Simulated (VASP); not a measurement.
Set up this calculation in VASP 6.6.1, as the native input.

```
Task                   : single point
Functional             : PBE
Dispersion             : D3(BJ)
Potentials or basis    : VASP PAW PBE potentials, release 64 (O, C, S)
Cutoff                 : 520 eV
k mesh                 : 1 × 1 × 1
Occupations            : fermi-dirac, width 0.05 eV
Spin                   : no spin polarisation
Dipole correction      : no
Further INCAR settings : LREAL = Auto; ALGO = Normal; EDIFF = 1e-07; NBANDS = 82
```

The structure of CSO lies in POSCAR:

```
CSO
1.0
    8.7241410000      0.0000000000      0.0000000000
    0.0000000000      8.7241410000      0.0000000000
    0.0000000000      0.0000000000      8.7241410000
O C S
8 8 8
Direct
    0.8792040385     -0.1333311784      0.3740310937
    1.0347494384      0.4621658453      0.8157135470
    0.0475003785      0.5616484190      0.1782181191
    0.1652655545      1.0035257339      0.0215837869
    0.6357187487      0.2267959676      0.2972785516
    0.3137730122      0.8259151245      0.5885393187
    0.7134799862      0.7164372974      0.7130444132
    0.4156970870      0.4364899650      0.6634005571
    0.9226467110     -0.0547790321      0.4741899518
    0.9435198262      0.3758994725      0.8669277583
    0.1071051007      0.4680346180      0.2500074219
    0.2481275807      0.9462593509      0.1109794076
    0.6522705215      0.3577773445      0.3201461324
    0.3897231831      0.9183597560      0.6541389003
    0.7497127797      0.7641096126      0.8361281644
    0.4346674360      0.4932290755      0.7822890529
    0.9755573643      0.0475576908      0.6077274542
    0.8233131491      0.2637623578      0.9461676513
    0.1893252298      0.3476445417      0.3560006653
    0.3495243830      0.8741376372      0.2455943800
    0.6643060904      0.5344594958      0.3482749763
    0.4847354026      1.0511865867      0.7303870948
    0.7915736346      0.8187281705      1.0027577500
    0.4318820615      0.5693053333      0.9466376117
```

The cell was built by a generator and needn't be a form met in nature.

These files were run (other wordings do the same):

INCAR

```
SYSTEM = CSO
ALGO = Normal ; EDIFF = 1E-7
ENCUT = 520 ; GGA = PE
ISIF = 2 ; ISMEAR = -1
IVDW = 12 ; LASPH = .True.
LCHARG = .False. ; LREAL = Auto
LWAVE = .False. ; NBANDS = 82
NELM = 100 ; PREC = Accurate
SIGMA = 0.05
```

KPOINTS

```
k-points
0
Gamma
  1 1 1
  0 0 0
```

Potentials or basis: VASP PAW PBE potentials, release 64 (O, C, S).

The run is started by

```bash
$ cat potpaw_PBE.64/O/POTCAR potpaw_PBE.64/C/POTCAR potpaw_PBE.64/S/POTCAR > POTCAR
$ mpirun -np 1 vasp_gam > vasp.out
```

It gave:

* Pressure: -0.8 GPa
* Largest force: 2.785 eV/Å
* Band gap on the k mesh: 4.70 eV, direct
* Dispersion energy per atom: -0.078 eV

Caveat: the standard files for N, O and F lose accuracy on very short bonds.

It took 82 s on 1 thread of AMD EPYC 9R45 96-Core Processor (Zen 5) (shared host), peak memory 0.6 GiB.
